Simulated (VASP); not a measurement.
Here is the system:

```yaml
crystal:
  lattice:
    - [3.06792, 0.00000, 0.00000]
    - [0.00000, 3.06792, 0.00000]
    - [0.00000, 0.00000, 3.06792]
  atoms:
    - { symbol: Pt, position: [0.00000, 0.00000, 0.00000] }
    - { symbol: P, position: [0.50000, 0.50000, 0.50000] }
```

Level of theory: PBEsol GGA, VASP's PBE PAW potentials (set 64) (plane waves; VASP). Settings: 400 eV cut-off, Gaussian smearing of 0.050 eV, potentials Pt P.

Unless said otherwise, spin-orbit coupling is left out, though it shifts the bands of the heavy elements here.

**Question.** Estimate the band gap (along the path) with the smallest direct gap where there is one.

**Answer.** 
```
Quantity                                                     Result
-------------------------  ----------------------------------------
band gap (along the path)  none (metal, semimetal or under 0.01 eV)
```

The absolute energy has meaning only against runs of the same code, potentials and settings.

The structure was generated: PtP was put into the CsCl type type (Pm-3m), which need not be its known phase. It was relaxed first, which changed the volume by -8 %. The electron count is odd and the run is not spin-polarised, which forces a metal.
